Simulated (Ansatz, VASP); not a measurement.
# ZnS (Wurtzite-2H) in two plane-wave programs, part 2 of 2

One calculation is typed for both programs; each brings its own data sets. How far apart do they land? The cell is taken from a series of runs on this material, whose earlier steps may have relaxed, scaled, displaced or heated it; both programs get it as it stands.

VASP 6.6.1 and Ansatz 0.2.0.

So far: Set-up; Ansatz: zone-centre phonons, PBE; VASP: zone-centre phonons, PBE.

## Step 3: VASP: zone-centre phonons, PBE (continued)

Level of this step: PBE; plane waves and PAW (Zn, S) (VASP).

Numbers of over 12 decimals in the logs are rounded to 6 here.

Parts of OUTCAR (step 3):

```text
ion  position               nearest neighbor table
   1  0.333  0.667  0.005-   4 2.36   4 2.36   4 2.36   3 2.36
   2  0.667  0.333  0.505-   3 2.36   3 2.36   3 2.36   4 2.36
   3  0.333  0.667  0.380-   2 2.36   2 2.36   2 2.36   1 2.36
   4  0.667  0.333  0.880-   1 2.36   1 2.36   1 2.36   2 2.36

  LATTYP: Found a hexagonal cell.
 ALAT       =     3.8452786223
 C/A-ratio  =     1.6397457477

 Subroutine GETGRP returns: Found 12 space group operations
 (whereof  6 operations were pure point group operations)

The static configuration has the point symmetry C_3v.
 The point group associated with its full space group is C_6v.

 Found     36 irreducible k-points:

   k-points           NKPTS =     36   k-points in BZ     NKDIM =     36   number of bands    NBANDS=     24

   dimension x,y,z NGX =    28 NGY =   28 NGZ =   48
   dimension x,y,z NGXF=    56 NGYF=   56 NGZF=   96

   ENCUT  =  500.0 eV  36.75 Ry    6.06 a.u.   7.01  7.01 11.50*2*pi/ulx,y,z

   NELECT =      36.0000    total number of electrons

 k-points in reciprocal lattice and weights: Automatic mesh
   0.00000000  0.00000000  0.00000000       0.003
   0.11111111  0.00000000  0.00000000       0.019
   0.22222222  0.00000000  0.00000000       0.019
   0.33333333  0.00000000  0.00000000       0.019
   0.44444444  0.00000000  0.00000000       0.019
   0.11111111  0.11111111  0.00000000       0.019
   0.22222222  0.11111111  0.00000000       0.037
   0.33333333  0.11111111  0.00000000       0.037
   0.44444444  0.11111111  0.00000000       0.019
[...]
0.33333333  0.22222222  0.50000000       0.037
   0.33333333  0.33333333  0.50000000       0.006

 average (electrostatic) potential at core
       1 -36.4137       2 -36.4137       3 -88.7318       4 -88.7318

  Total        0.0695418      0.0695418      0.0699248     -0.0000000      0.0000000      0.0000000
  in kB        1.3799576      1.3799576      1.3875575     -0.0000000      0.0000000      0.0000000
  external PRESSURE =       1.3824909 kB  Pullay stress =       0.0000000 kB

  energy-cutoff  :      500.00
  volume of cell :       80.74
      direct lattice vectors                 reciprocal lattice vectors
     3.845278622  0.000000000  0.000000000     0.260059179  0.150145237  0.000000000
    -1.922639311  3.330108972  0.000000000     0.000000000  0.300290474  0.000000000
     0.000000000  0.000000000  6.305279270     0.000000000  0.000000000  0.158597258

 POSITION                                       TOTAL-FORCE (eV/Angst)
 -----------------------------------------------------------------------------------
     -0.00000      2.22007      0.03300         0.000000      0.000000      0.000499
      1.92264      1.11004      3.18564         0.000000     -0.000000      0.000499
     -0.00000      2.22007      2.39453        -0.000000      0.000000     -0.000499
      1.92264      1.11004      5.54717        -0.000000      0.000000     -0.000499
 -----------------------------------------------------------------------------------
    total drift:                               -0.000000     -0.000000      0.000074

 Eigenvectors and eigenvalues of the dynamical matrix
 ----------------------------------------------------

   1 f  =    9.650205 THz    60.634029 2PiTHz  321.896204 cm-1    39.910025 meV
             X         Y         Z           dx          dy          dz
     -0.000000  2.220073  0.033002    -0.000000   -0.000000    0.116136
      1.922639  1.110036  3.185642     0.000000    0.000000   -0.116136
     -0.000000  2.220073  2.394530    -0.000000   -0.000000   -0.697504
      1.922639  1.110036  5.547170     0.000000   -0.000000    0.697504

   2 f  =    8.064793 THz    50.672586 2PiTHz  269.012522 cm-1    33.353287 meV
             X         Y         Z           dx          dy          dz
     -0.000000  2.220073  0.033002     0.119618   -0.326050    0.000000
      1.922639  1.110036  3.185642    -0.119618    0.326050   -0.000000
     -0.000000  2.220073  2.394530     0.212144   -0.578254   -0.000000
      1.922639  1.110036  5.547170    -0.212144    0.578254    0.000000

   3 f  =    8.064793 THz    50.672586 2PiTHz  269.012522 cm-1    33.353287 meV
             X         Y         Z           dx          dy          dz
     -0.000000  2.220073  0.033002     0.326050    0.119618   -0.000000
      1.922639  1.110036  3.185642    -0.326050   -0.119618   -0.000000
     -0.000000  2.220073  2.394530     0.578254    0.212144    0.000000
      1.922639  1.110036  5.547170    -0.578254   -0.212144    0.000000

   4 f  =    7.906164 THz    49.675895 2PiTHz  263.721252 cm-1    32.697253 meV
             X         Y         Z           dx          dy          dz
     -0.000000  2.220073  0.033002    -0.139408    0.379994   -0.000000
      1.922639  1.110036  3.185642    -0.139408    0.379994    0.000000
     -0.000000  2.220073  2.394530     0.199696   -0.544327    0.000000
      1.922639  1.110036  5.547170     0.199696   -0.544327    0.000000

   5 f  =    7.906164 THz    49.675895 2PiTHz  263.721252 cm-1    32.697253 meV
             X         Y         Z           dx          dy          dz
     -0.000000  2.220073  0.033002    -0.379994   -0.139408    0.000000
      1.922639  1.110036  3.185642    -0.379994   -0.139408    0.000000
     -0.000000  2.220073  2.394530     0.544327    0.199696   -0.000000
      1.922639  1.110036  5.547170     0.544327    0.199696   -0.000000

   6 f  =    7.726874 THz    48.549379 2PiTHz  257.740764 cm-1    31.955768 meV
             X         Y         Z           dx          dy          dz
     -0.000000  2.220073  0.033002     0.000000    0.000000    0.405112
      1.922639  1.110036  3.185642     0.000000    0.000000    0.405112
     -0.000000  2.220073  2.394530    -0.000000   -0.000000   -0.579555
      1.922639  1.110036  5.547170    -0.000000   -0.000000   -0.579555

   7 f  =    5.605106 THz    35.217920 2PiTHz  186.966213 cm-1    23.180846 meV
             X         Y         Z           dx          dy          dz
     -0.000000  2.220073  0.033002    -0.000000    0.000000    0.697504
      1.922639  1.110036  3.185642    -0.000000    0.000000   -0.697504
     -0.000000  2.220073  2.394530    -0.000000    0.000000    0.116136
      1.922639  1.110036  5.547170     0.000000   -0.000000   -0.116136

   8 f  =    2.050731 THz    12.885124 2PiTHz   68.405027 cm-1     8.481139 meV
             X         Y         Z           dx          dy          dz
     -0.000000  2.220073  0.033002     0.212177   -0.578242   -0.000000
      1.922639  1.110036  3.185642    -0.212177    0.578242   -0.000000
     -0.000000  2.220073  2.394530    -0.119636    0.326043   -0.000000
      1.922639  1.110036  5.547170     0.119636   -0.326043   -0.000000

   9 f  =    2.050731 THz    12.885124 2PiTHz   68.405027 cm-1     8.481139 meV
             X         Y         Z           dx          dy          dz
     -0.000000  2.220073  0.033002     0.578242    0.212177    0.000000
      1.922639  1.110036  3.185642    -0.578242   -0.212177    0.000000
     -0.000000  2.220073  2.394530    -0.326043   -0.119636    0.000000
      1.922639  1.110036  5.547170     0.326043    0.119636    0.000000

  10 f/i=    0.006573 THz     0.041300 2PiTHz    0.219256 cm-1     0.027184 meV
             X         Y         Z           dx          dy          dz
     -0.000000  2.220073  0.033002     0.000000    0.000000    0.579555
      1.922639  1.110036  3.185642     0.000000    0.000000    0.579555
     -0.000000  2.220073  2.394530     0.000000    0.000000    0.405112
      1.922639  1.110036  5.547170     0.000000    0.000000    0.405112

  11 f/i=    0.011540 THz     0.072509 2PiTHz    0.384940 cm-1     0.047726 meV
             X         Y         Z           dx          dy          dz
     -0.000000  2.220073  0.033002    -0.525083    0.245882    0.000000
      1.922639  1.110036  3.185642    -0.525083    0.245882    0.000000
     -0.000000  2.220073  2.394530    -0.366560    0.171650    0.000000
      1.922639  1.110036  5.547170    -0.366560    0.171650    0.000000

  12 f/i=    0.011540 THz     0.072509 2PiTHz    0.384940 cm-1     0.047726 meV
             X         Y         Z           dx          dy          dz
     -0.000000  2.220073  0.033002     0.245882    0.525083   -0.000000
      1.922639  1.110036  3.185642     0.245882    0.525083   -0.000000
     -0.000000  2.220073  2.394530     0.171650    0.366560   -0.000000
      1.922639  1.110036  5.547170     0.171650    0.366560   -0.000000

 ELASTIC MODULI CONTR FROM IONIC RELAXATION (kBar)
 Direction    XX          YY          ZZ          XY          YZ          ZX
 --------------------------------------------------------------------------------
 XX        -247.9035    111.5703    122.5249      0.0000      0.0000     -0.0000
 YY         111.5703   -247.9035    122.5249      0.0000     -0.0000      0.0000
 ZZ         122.5249    122.5249   -220.2304     -0.0000      0.0000     -0.0000
 XY           0.0000      0.0000     -0.0000   -179.7369      0.0000      0.0000
 YZ           0.0000     -0.0000      0.0000      0.0000    -59.4367      0.0000
 ZX          -0.0000      0.0000     -0.0000      0.0000      0.0000    -72.1247
 --------------------------------------------------------------------------------
```

## Step 4: Side by side

Known differences besides the potentials themselves: fixed occupations in Ansatz, narrow Gaussian smearing in VASP; the cutoff is 420 eV in Ansatz and 500 eV in VASP. Total energies have different zeros and are not compared.

Both answers:

```tsv
quantity	Ansatz	VASP	difference
optical mode 1 to 2 (cm⁻¹)	70.2	68.4	+2.70 %
optical mode 3 (cm⁻¹)	187.8	187.0	+0.43 %
optical mode 4 (cm⁻¹)	256.9	257.7	-0.31 %
optical mode 5 to 6 (cm⁻¹)	262.7	263.7	-0.40 %
optical mode 7 to 8 (cm⁻¹)	267.8	269.0	-0.44 %
optical mode 9 (cm⁻¹)	321.2	321.9	-0.22 %
```

Modes are paired by rising frequency, not by their patterns, so a pair may set unlike modes beside each other; they are those without the splitting of longitudinal modes.

## Step 5: What came out

```yaml
r_m_s_difference_of_the_optical_zone_centre_modes_each_program_s_sorted_by_frequency_zone_centre_phonons_pbe: 1.2 cm⁻¹
difference_in_optical_mode_1_to_2_zone_centre_phonons_pbe: +2.7 %
```

In words: The r.m.s. difference of the optical zone-centre modes, each program's sorted by frequency is 1.2 cm⁻¹ (zone-centre phonons, PBE). Among the rows given in per cent, the largest difference of the zone-centre phonons, PBE pair is in optical mode 1 to 2, +2.7 %. How closely two codes agree says nothing of how well the functional describes the real material.

[Lines on the potential files, build, host, timing and source positions are cut from VASP's logs without a mark.]

[Logs are printed without paths, hosts, clocks, repeated set-up lines and the standing remarks that a program may print on its own settings, such as how far it seeks lower states.]

[Hosts, paths, dates, database ids (printed as entryN), source tags and the programs' standing remarks are cut or masked in the printed files.]
